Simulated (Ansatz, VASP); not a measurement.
## Sc3PbC: VASP beside Ansatz

Wanted: the spread between two codes on one cell, functional and k mesh. The cell is taken from a series of runs on this material, whose earlier steps may have relaxed, scaled, displaced or heated it; both programs get it as it stands.

Program: Ansatz 0.2.0. Level of theory: plane waves, with VASP 6.6.1 beside it; zone-centre phonons at PBEsol. Results are calculated unless marked as measured.

### 1. The structure

The structure is cubic, space group Pm-3m (No. 221). The conventional cell has a = 4.506 Å, b = 4.506 Å, c = 4.506 Å, α = 90.00°, β = 90.00°, γ = 90.00°. Sc has 2 C at 2.25 Å and 8 Sc at 3.19 Å and 4 Pb at 3.19 Å nearest. Nearest to Pb lie 12 Sc at 3.19 Å. Nearest to C lie 6 Sc at 2.25 Å. Farther neighbours are not listed.

### 2. VASP: zone-centre phonons, PBEsol

Second derivatives magnify differences that forces hide, and they need a tight electronic threshold.

Lines of VASP's logs that name or quote its potential files are left out, and so is its time.

The input, INCAR:

```
SYSTEM = Sc3PbC
PREC = Accurate
ENCUT = 600
EDIFF = 1E-08
NELM = 120
ISMEAR = 1
SIGMA = 0.2
LREAL = .FALSE.
ALGO = Normal
GGA = PS
NBANDS = 31
LASPH = .TRUE.
LORBIT = 11
LWAVE = .FALSE.
LCHARG = .FALSE.
ISIF = 2
IBRION = 8
GGA_COMPAT = .FALSE.
KPAR = 2
```

The input, POSCAR:

```
Sc3PbC
1.0
    4.5063304825      0.0000000000      0.0000000000
    0.0000000000      4.5063304825      0.0000000000
    0.0000000000      0.0000000000      4.5063304825
Sc Pb C
3 1 1
Direct
    0.0000000000      0.5000000000      0.5000000000
    0.5000000000      0.5000000000      0.0000000000
    0.5000000000      0.0000000000      0.5000000000
    0.0000000000      0.0000000000      0.0000000000
    0.5000000000      0.5000000000      0.5000000000
```

The input, KPOINTS:

```
Automatic mesh
0
Gamma
8 8 8
0 0 0
```

PAW data sets: Sc_sv, Pb_d and C (PBE family, release 64).

The run is started by

```console
> mpirun -np 2 vasp_std
```

Numbers of over 12 decimals in the logs are rounded to 6 here.

What it wrote:

```text
[banner, memory and clock lines left out]
running    2 mpi-ranks, on    1 nodes
 distrk:  each k-point on    1 cores,    2 groups
 distr:  one band on    1 cores,    1 groups

 POSCAR found type information on POSCAR ScPbC
 POSCAR found :  3 types and       5 ions
|                                                                             |
|               ----> ADVICE to this user running VASP <----                  |
|                                                                             |
|     You enforced a specific xc type in the INCAR file but a different       |
|     [... a line on the potential file left out ...]
|     I HOPE YOU KNOW WHAT YOU ARE DOING!                                     |
|                                                                             |

 LDA part: xc-table for (Slater+PW92), standard interpolation
 POSCAR, INCAR and KPOINTS ok, starting setup
 FFT: planning ... GRIDC
 FFT: planning ... GRID_SOFT
 FFT: planning ... GRID
 WAVECAR not read
 entering main loop
       N       E                     dE             d eps       ncg     rms          rms(c)
DAV:   1     0.970041660031E+03    0.97004E+03   -0.25137E+04  2178   0.207E+03
DAV:   2     0.704055183211E+02   -0.89964E+03   -0.88955E+03  2858   0.767E+02
DAV:   3    -0.378986810409E+02   -0.10830E+03   -0.10639E+03  3392   0.335E+02
DAV:   4    -0.453953090116E+02   -0.74966E+01   -0.74035E+01  3412   0.739E+01
DAV:   5    -0.456986748082E+02   -0.30337E+00   -0.30278E+00  3510   0.163E+01    0.186E+01
DAV:   6    -0.375639777485E+02    0.81347E+01   -0.49156E+01  3180   0.395E+01    0.602E+00
DAV:   7    -0.372902950548E+02    0.27368E+00   -0.18009E+00  3311   0.986E+00    0.355E+00
DAV:   8    -0.372032012219E+02    0.87094E-01   -0.68536E-01  3102   0.545E+00    0.860E-01
DAV:   9    -0.371857522226E+02    0.17449E-01   -0.15542E-01  3013   0.214E+00    0.372E-01
DAV:  10    -0.371844741460E+02    0.12781E-02   -0.21635E-02  3494   0.939E-01    0.127E-01
DAV:  11    -0.371845185590E+02   -0.44413E-04   -0.14257E-03  3198   0.305E-01    0.523E-02
DAV:  12    -0.371844875659E+02    0.30993E-04   -0.26143E-04  3388   0.970E-02    0.149E-02
DAV:  13    -0.371844875273E+02    0.38644E-07   -0.19287E-05  3092   0.380E-02    0.544E-03
DAV:  14    -0.371844873663E+02    0.16093E-06   -0.64150E-06  3492   0.196E-02    0.310E-03
DAV:  15    -0.371844870783E+02    0.28809E-06   -0.84859E-07  3476   0.676E-03    0.138E-03
DAV:  16    -0.371844870049E+02    0.73327E-07   -0.16186E-07  2572   0.243E-03    0.396E-04
DAV:  17    -0.371844870198E+02   -0.14839E-07   -0.13227E-08  1925   0.116E-03    0.133E-04
DAV:  18    -0.371844870163E+02    0.34906E-08   -0.12893E-08  2127   0.861E-04
   1 F= -.37184487E+02 E0= -.37183447E+02  d E =-.312020E-02
 Linear response reoptimize wavefunctions to high precision
DAV:   1    -0.371844870157E+02    0.58935E-09   -0.17339E-09  1824   0.547E-04
DAV:   2    -0.371844870157E+02   -0.49113E-10   -0.64432E-10  1750   0.376E-04
 Linear response DOF=           4
 Linear response progress:
  Degree of freedom:   1/  4
       N       E                     dE             d eps       ncg     rms          rms(c)
RMM:   1    -0.776197902105E+00   -0.77620E+00   -0.67871E+01  4896   0.141E+02
RMM:   2    -0.772768751194E+00    0.34292E-02   -0.22549E-01  7476   0.299E+00    0.175E-01
RMM:   3    -0.770142760988E+00    0.26260E-02   -0.11322E-02  8145   0.679E-01    0.664E-02
RMM:   4    -0.768735953723E+00    0.14068E-02   -0.16128E-03  8798   0.246E-01    0.257E-02
RMM:   5    -0.768119006678E+00    0.61695E-03   -0.30496E-04  9314   0.915E-02    0.767E-03
RMM:   6    -0.768080136777E+00    0.38870E-04   -0.63922E-05  8951   0.436E-02    0.348E-03
RMM:   7    -0.768063793398E+00    0.16343E-04   -0.19752E-05  9698   0.182E-02    0.849E-04
RMM:   8    -0.768076067613E+00   -0.12274E-04   -0.83550E-06  9446   0.760E-03    0.407E-04
RMM:   9    -0.768085633384E+00   -0.95658E-05   -0.41365E-06  9006   0.387E-03    0.196E-04
RMM:  10    -0.768092901352E+00   -0.72680E-05   -0.18958E-06  8964   0.265E-03    0.596E-05
RMM:  11    -0.768092796377E+00    0.10497E-06   -0.12397E-06  9341   0.197E-03    0.538E-05
RMM:  12    -0.768094225310E+00   -0.14289E-05   -0.42593E-07  9132   0.171E-03    0.238E-05
RMM:  13    -0.768094635054E+00   -0.40974E-06   -0.58835E-07  9233   0.158E-03    0.127E-05
RMM:  14    -0.768094454315E+00    0.18074E-06   -0.32437E-07  9601   0.145E-03    0.807E-06
RMM:  15    -0.768094468697E+00   -0.14382E-07   -0.41585E-07  9871   0.139E-03    0.623E-06
RMM:  16    -0.768094514914E+00   -0.46217E-07   -0.21884E-07 10136   0.135E-03    0.497E-06
RMM:  17    -0.768094527282E+00   -0.12369E-07   -0.32416E-07 10175   0.132E-03    0.169E-06
RMM:  18    -0.768094545919E+00   -0.18636E-07   -0.17124E-07 10501   0.130E-03    0.254E-06
[...]
RMM:  32    -0.774020749275E+00   -0.32394E-08   -0.18298E-07 18247   0.135E-03    0.612E-07
RMM:  33    -0.774020745742E+00    0.35330E-08   -0.15403E-07 18205   0.135E-03    0.481E-07
RMM:  34    -0.774020749077E+00   -0.33348E-08   -0.18077E-07 18355   0.135E-03    0.632E-07
RMM:  35    -0.774020745096E+00    0.39804E-08   -0.15440E-07 18333   0.135E-03    0.238E-07
RMM:  36    -0.774020749282E+00   -0.41857E-08   -0.18049E-07 18572   0.135E-03    0.635E-07
RMM:  37    -0.774020745365E+00    0.39166E-08   -0.15195E-07 18475   0.135E-03    0.375E-07
RMM:  38    -0.774020748747E+00   -0.33817E-08   -0.18008E-07 18471   0.135E-03    0.470E-07
RMM:  39    -0.774020745297E+00    0.34501E-08   -0.15257E-07 18529   0.135E-03    0.258E-07
RMM:  40    -0.774020748504E+00   -0.32069E-08   -0.17715E-07 18648   0.135E-03    0.460E-07
RMM:  41    -0.774020745837E+00    0.26664E-08   -0.15444E-07 18696   0.135E-03    0.389E-07
RMM:  42    -0.774020748545E+00   -0.27072E-08   -0.17673E-07 18644   0.135E-03    0.452E-07
RMM:  43    -0.774020745733E+00    0.28111E-08   -0.15553E-07 18679   0.135E-03    0.304E-07
RMM:  44    -0.774020748332E+00   -0.25985E-08   -0.17603E-07 18693   0.135E-03    0.375E-07
RMM:  45    -0.774020746001E+00    0.23306E-08   -0.15799E-07 18773   0.135E-03    0.192E-07
[...]
RMM:  88    -0.774020744591E+00    0.17155E-08   -0.13903E-07 19358   0.135E-03    0.250E-07
RMM:  89    -0.774020745768E+00   -0.11770E-08   -0.14949E-07 19353   0.135E-03    0.191E-07
RMM:  90    -0.774020744825E+00    0.94298E-09   -0.14399E-07 19363   0.135E-03    0.242E-07
RMM:  91    -0.774020745225E+00   -0.39977E-09   -0.14160E-07 19367   0.135E-03    0.203E-07
RMM:  92    -0.774020744769E+00    0.45551E-09   -0.14066E-07 19376   0.135E-03    0.242E-07
RMM:  93    -0.774020744674E+00    0.94950E-10   -0.13978E-07 19379   0.135E-03    0.187E-07
RMM:  94    -0.774020744949E+00   -0.27444E-09   -0.14518E-07 19391   0.135E-03    0.233E-07
RMM:  95    -0.774020744242E+00    0.70713E-09   -0.13269E-07 19393   0.135E-03    0.205E-07
 first order change of Fermi-energy   0.46932E-03
 force on displaced ion       1 direction 2 :   0.000  -7.024   0.000
 Linear response progress:
  Degree of freedom:   3/  4
       N       E                     dE             d eps       ncg     rms          rms(c)
RMM:   1    -0.335775891900E+00   -0.33578E+00   -0.13417E-01  6144   0.384E+00
RMM:   2    -0.337689572090E+00   -0.19137E-02   -0.29592E-02  7647   0.877E-01    0.509E-02
RMM:   3    -0.338182416857E+00   -0.49284E-03   -0.27240E-03  8064   0.212E-01    0.332E-02
RMM:   4    -0.338340974794E+00   -0.15856E-03   -0.38006E-04  8291   0.121E-01    0.647E-03
RMM:   5    -0.338334530020E+00    0.64448E-05   -0.80358E-05  8672   0.511E-02    0.411E-03
RMM:   6    -0.338305846437E+00    0.28684E-04   -0.16336E-05  8627   0.254E-02    0.157E-03
RMM:   7    -0.338298977458E+00    0.68690E-05   -0.46090E-06  8628   0.123E-02    0.787E-04
RMM:   8    -0.338289019703E+00    0.99578E-05   -0.14026E-06  8769   0.549E-03    0.296E-04
RMM:   9    -0.338284178188E+00    0.48415E-05   -0.56714E-07  9006   0.322E-03    0.110E-04
RMM:  10    -0.338282756661E+00    0.14215E-05   -0.33944E-07  9081   0.213E-03    0.269E-05
RMM:  11    -0.338282694095E+00    0.62566E-07   -0.24265E-07  9420   0.168E-03    0.191E-05
RMM:  12    -0.338282549474E+00    0.14462E-06   -0.21410E-07  9316   0.149E-03    0.451E-06
RMM:  13    -0.338282559329E+00   -0.98550E-08   -0.19487E-07  9476   0.142E-03    0.197E-06
RMM:  14    -0.338282530116E+00    0.29213E-07   -0.18056E-07  9602   0.139E-03    0.767E-07
RMM:  15    -0.338282529832E+00    0.28407E-09   -0.17829E-07  9724   0.138E-03    0.509E-07
RMM:  16    -0.338282523618E+00    0.62133E-08   -0.17120E-07  9602   0.137E-03    0.359E-07
RMM:  17    -0.338282517059E+00    0.65594E-08   -0.17012E-07  9630   0.137E-03    0.265E-07
RMM:  18    -0.338282512840E+00    0.42191E-08   -0.16527E-07  9513   0.136E-03    0.104E-07
RMM:  19    -0.338282514148E+00   -0.13082E-08   -0.16644E-07  9416   0.136E-03    0.202E-07
RMM:  20    -0.338282511295E+00    0.28536E-08   -0.16569E-07  9569   0.136E-03    0.852E-08
 first order change of Fermi-energy  -0.21174E-03
 force on displaced ion       4 direction 1 :  -5.268   0.000  -0.000
 Linear response progress:
  Degree of freedom:   4/  4
       N       E                     dE             d eps       ncg     rms          rms(c)
RMM:   1    -0.128027511364E+00   -0.12803E+00    0.61401E-02  7908   0.211E+00
RMM:   2    -0.121959861206E+00    0.60677E-02   -0.96571E-03  7818   0.546E-01    0.119E-01
RMM:   3    -0.122511225409E+00   -0.55136E-03   -0.44377E-03  7956   0.288E-01    0.634E-02
RMM:   4    -0.123253857563E+00   -0.74263E-03   -0.95975E-04  8321   0.140E-01    0.169E-02
RMM:   5    -0.123364729036E+00   -0.11087E-03   -0.13830E-04  8976   0.766E-02    0.782E-03
RMM:   6    -0.123382576604E+00   -0.17848E-04   -0.16899E-05  9044   0.213E-02    0.263E-03
RMM:   7    -0.123382365027E+00    0.21158E-06   -0.25649E-06  9157   0.928E-03    0.528E-04
RMM:   8    -0.123382177511E+00    0.18752E-06   -0.47737E-07  9577   0.315E-03    0.305E-04
RMM:   9    -0.123381914648E+00    0.26286E-06   -0.10376E-07  9529   0.133E-03    0.120E-04
RMM:  10    -0.123382538083E+00   -0.62343E-06   -0.74725E-08  9396   0.633E-04    0.266E-05
RMM:  11    -0.123382312620E+00    0.22546E-06   -0.60787E-08  9198   0.451E-04    0.130E-05
RMM:  12    -0.123382527051E+00   -0.21443E-06   -0.68927E-08  9489   0.407E-04    0.627E-06
RMM:  13    -0.123382472631E+00    0.54420E-07   -0.62325E-08  9472   0.400E-04    0.345E-06
RMM:  14    -0.123382505620E+00   -0.32989E-07   -0.67009E-08  9128   0.398E-04    0.277E-06
RMM:  15    -0.123382495442E+00    0.10178E-07   -0.63451E-08  9091   0.400E-04    0.222E-06
RMM:  16    -0.123382496770E+00   -0.13278E-08   -0.66055E-08  8589   0.400E-04    0.161E-06
 first order change of Fermi-energy  -0.57896E-03
 force on displaced ion       5 direction 1 :  -9.956  -0.000   0.000
 Linear response finished
```

[end of part 1 of 2]

[Lines on the potential files, build, host, timing and source positions are cut from VASP's logs without a mark.]

[Logs are printed without paths, hosts, clocks, repeated set-up lines and the standing remarks that a program may print on its own settings, such as how far it seeks lower states.]

[Hosts, paths, dates, database ids (printed as entryN), source tags and the programs' standing remarks are cut or masked in the printed files.]
